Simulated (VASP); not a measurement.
Calculation: PBE GGA, VASP's PBE PAW potentials (set 64) (plane waves; VASP).

The input files of a VASP run:

File KPOINTS:
```
Automatic mesh
0
Gamma
7 7 6
0 0 0
```

### INCAR
```
SYSTEM  =  TaSi
PREC  =  Accurate; ENCUT  =  400; LREAL  =  F
LASPH  =  T
EDIFF  =  1E-6; NELM  =  100; ALGO  =  Normal
LMAXMIX  =  6
ISMEAR  =  1; SIGMA  =  0.1
GGA  =  PE
IBRION  =  2; NSW  =  60; ISIF  =  3
EDIFFG  =  -0.02
LWAVE  =  F; LCHARG  =  F
```

**POSCAR**
```
TaSi
1
    4.4099345881    -0.0000000000     0.0000000000
   -2.2049672940     3.8191155752    -0.0000000000
    0.0000000000    -0.0000000000     4.9898770347
Ta Si
2 2
Direct
  0.3333330000   0.6666670000   0.9372674724
  0.6666670000   0.3333330000   0.4372674724
  0.3333330000   0.6666670000   0.4377325276
  0.6666670000   0.3333330000   0.9377325276
```

POTCAR, in this order: Ta_pv Si (PBE.64 set). Program: vasp_std.

The run wrote:

File OSZICAR:
```
       N       E                     dE             d eps       ncg     rms          rms(c)
DAV:   1     0.177314109178E+03    0.17731E+03   -0.14064E+04  1272   0.121E+03
DAV:   2    -0.285308167979E+02   -0.20584E+03   -0.20089E+03  1449   0.326E+02
DAV:   3    -0.359169116471E+02   -0.73861E+01   -0.71586E+01  1694   0.540E+01
DAV:   4    -0.360425627472E+02   -0.12565E+00   -0.12414E+00  1594   0.661E+00
DAV:   5    -0.360452144403E+02   -0.26517E-02   -0.26437E-02  1673   0.858E-01    0.200E+01
DAV:   6    -0.335982602603E+02    0.24470E+01   -0.91753E+00  1417   0.172E+01    0.795E+00
DAV:   7    -0.335022579340E+02    0.96002E-01   -0.78526E-01  1693   0.479E+00    0.284E+00
DAV:   8    -0.334814126304E+02    0.20845E-01   -0.99079E-02  1508   0.185E+00    0.430E-01
DAV:   9    -0.334804486460E+02    0.96398E-03   -0.10501E-02  1430   0.665E-01    0.187E-01
DAV:  10    -0.334805679237E+02   -0.11928E-03   -0.58562E-04  1573   0.160E-01    0.392E-02
DAV:  11    -0.334805463150E+02    0.21609E-04   -0.26685E-04  1535   0.961E-02    0.230E-02
DAV:  12    -0.334805479542E+02   -0.16392E-05   -0.21328E-05  1500   0.293E-02    0.323E-03
DAV:  13    -0.334805480833E+02   -0.12911E-06   -0.38973E-07   855   0.450E-03
   1 F= -.33480548E+02 E0= -.33480649E+02  d E =-.334805E+02
       N       E                     dE             d eps       ncg     rms          rms(c)
DAV:   1    -0.334885734692E+02   -0.80255E-02   -0.28356E-01  1272   0.519E+00    0.656E-01
DAV:   2    -0.334816359749E+02    0.69375E-02   -0.19751E-02  1315   0.121E+00    0.208E-01
DAV:   3    -0.334806251377E+02    0.10108E-02   -0.52092E-03  1638   0.505E-01    0.904E-02
DAV:   4    -0.334805763450E+02    0.48793E-04   -0.13628E-03  1468   0.176E-01    0.464E-02
DAV:   5    -0.334805235499E+02    0.52795E-04   -0.24299E-04  1410   0.113E-01    0.201E-02
DAV:   6    -0.334805301492E+02   -0.65993E-05   -0.23729E-05  1656   0.321E-02    0.535E-03
DAV:   7    -0.334805294158E+02    0.73340E-06   -0.98283E-07   834   0.795E-03
   2 F= -.33480529E+02 E0= -.33480659E+02  d E =0.186676E-04
       N       E                     dE             d eps       ncg     rms          rms(c)
DAV:   1    -0.334830319992E+02   -0.25019E-02   -0.71370E-02  1254   0.261E+00    0.329E-01
DAV:   2    -0.334812900661E+02    0.17419E-02   -0.49722E-03  1291   0.606E-01    0.104E-01
DAV:   3    -0.334810323531E+02    0.25771E-03   -0.13068E-03  1638   0.252E-01    0.449E-02
DAV:   4    -0.334810146390E+02    0.17714E-04   -0.34730E-04  1462   0.884E-02    0.234E-02
DAV:   5    -0.334809993321E+02    0.15307E-04   -0.63128E-05  1418   0.572E-02    0.102E-02
DAV:   6    -0.334809976965E+02    0.16356E-05   -0.57517E-06  1509   0.160E-02    0.274E-03
DAV:   7    -0.334809978352E+02   -0.13867E-06   -0.27968E-07   716   0.444E-03
   3 F= -.33480998E+02 E0= -.33481112E+02  d E =-.449752E-03
```

**OUTCAR**
```
------------------------ aborting loop because EDIFF is reached ----------------------------------------
  FORCE on cell =-STRESS in cart. coord.  units (eV):
  Direction    XX          YY          ZZ          XY          YZ          ZX
  --------------------------------------------------------------------------------------
  Total        0.0045289      0.0045289      0.0435246      0.0000000     -0.0000000      0.0000000
  in kB        0.0866335      0.0866335      0.8325865      0.0000000     -0.0000000      0.0000000
  external PRESSURE =       0.3352845 kB  Pullay stress =       0.0000000 kB
  volume of cell :       83.76
      direct lattice vectors                 reciprocal lattice vectors
     4.403598528 -0.000000000 -0.000000000     0.227087005  0.131108737  0.000000000
    -2.201799264  3.813628386  0.000000000     0.000000000  0.262217473  0.000000000
     0.000000000 -0.000000000  4.987345314     0.000000000 -0.000000000  0.200507472
 POSITION                                       TOTAL-FORCE (eV/Angst)
 -----------------------------------------------------------------------------------
     -0.00000      2.54242      4.67546        -0.000000      0.000000      0.006115
      2.20180      1.27121      2.18179         0.000000     -0.000000      0.006115
     -0.00000      2.54242      2.18214        -0.000000      0.000000     -0.006115
      2.20180      1.27121      4.67581         0.000000     -0.000000     -0.006115
 -----------------------------------------------------------------------------------
    total drift:                               -0.000775      0.000448      0.000044
  FREE ENERGIE OF THE ION-ELECTRON SYSTEM (eV)
  ---------------------------------------------------
  free  energy   TOTEN  =       -33.4809978352 eV

  energy  without entropy=      -33.4813416728  energy(sigma->0) =      -33.48111245

 reached required accuracy - stopping structural energy minimisation
```
(Selected blocks of OUTCAR.)

**CONTCAR**
```
TaSi
   1.00000000000000
     4.4035985282460421   -0.0000000000000830   -0.0000000000000000
    -2.2017992640731650    3.8136283855752526    0.0000000000000000
     0.0000000000000000   -0.0000000000000000    4.9873453138794890
  Ta              Si
     2     2
Direct
     0.3333330000000032    0.6666669999999968    0.9374654928455907
     0.6666669999999968    0.3333330000000032    0.4374654928455906
     0.3333330000000032    0.6666669999999968    0.4375345071544094
     0.6666669999999968    0.3333330000000032    0.9375345071544093
```

The structure was generated: TaSi was put into the wurtzite type (P6_3mc), which need not be its known phase. This run relaxes it. It ends in space group P6_3/mmc. Symmetry was kept, so distortions that lower it aren't found. The start is the result of an earlier pass.
